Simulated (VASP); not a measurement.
Given:

```xyz
8
Lattice="0.0013 5.8730 5.8683 5.8730 0.0013 5.8683 2.9371 2.9371 0.0000" Properties=species:S:1:pos:R:3 pbc="T T T"
Hg     5.8743     5.8743    11.7344
Hg     5.8769     8.8088     8.8025
Hg     8.8088     5.8769     8.8025
S      1.4686     1.4686     1.4662
S      4.3977     1.4766     4.4092
S      1.4766     4.3977     4.4092
S      4.4057     4.4057     7.3182
Cd     5.8743     5.8743     5.8721
```

Method: PBEsol GGA, VASP's PBE PAW potentials (set 64) (plane waves; VASP). Run with 400 eV cut-off, Gaussian smearing of 0.050 eV, potentials Hg S Cd.

### Question
Give the energies of bands 27 to 40 at the high-symmetry points, in eV from the Fermi level.

### Answer

| band | Γ | Y | C0 | Z | A0 | T | S | R |
|---|---|---|---|---|---|---|---|---|
| 27 | -4.58 | -2.99 | -3.21 | -4.22 | -4.65 | -4.84 | -3.13 | -4.61 |
| 28 | -2.24 | -2.45 | -2.77 | -3.74 | -4.18 | -4.34 | -2.63 | -4.12 |
| 29 | -2.23 | -2.31 | -2.69 | -2.69 | -2.27 | -2.27 | -2.27 | -2.37 |
| 30 | -1.02 | -2.25 | -1.58 | -2.69 | -2.19 | -2.23 | -2.16 | -2.27 |
| 31 | -0.98 | -1.38 | -1.47 | -2.40 | -2.17 | -2.22 | -1.69 | -2.17 |
| 32 | -0.90 | -1.28 | -1.25 | -2.36 | -2.13 | -2.18 | -1.54 | -2.12 |
| 33 | -0.86 | -1.10 | -1.20 | -2.25 | -1.45 | -1.00 | -0.60 | -1.73 |
| 34 | -0.23 | -1.10 | -1.14 | -2.20 | -1.37 | -0.96 | -0.58 | -1.58 |
| 35 | -0.01 | -0.92 | -1.06 | -0.99 | -1.07 | -0.89 | -0.39 | -1.53 |
| 36 | 0.00 | -0.87 | -0.50 | -0.86 | -1.02 | -0.86 | -0.38 | -1.53 |
| 37 | 0.00 | 2.51 | 2.31 | 2.87 | 2.12 | 1.59 | 1.45 | 2.97 |
| 38 | 1.59 | 2.59 | 2.48 | 3.11 | 2.42 | 1.95 | 1.73 | 3.10 |
| 39 | 2.02 | 2.87 | 2.78 | 3.88 | 3.19 | 3.10 | 3.10 | 3.11 |
| 40 | 3.32 | 3.41 | 3.56 | 4.57 | 3.53 | 3.31 | 3.48 | 3.81 |

It has no gap at this level: it comes out as a metal or semimetal.

The structure was generated: CdHg3S4 was put into an ordered model structure (Amm2), which need not be its known phase. It was relaxed first.
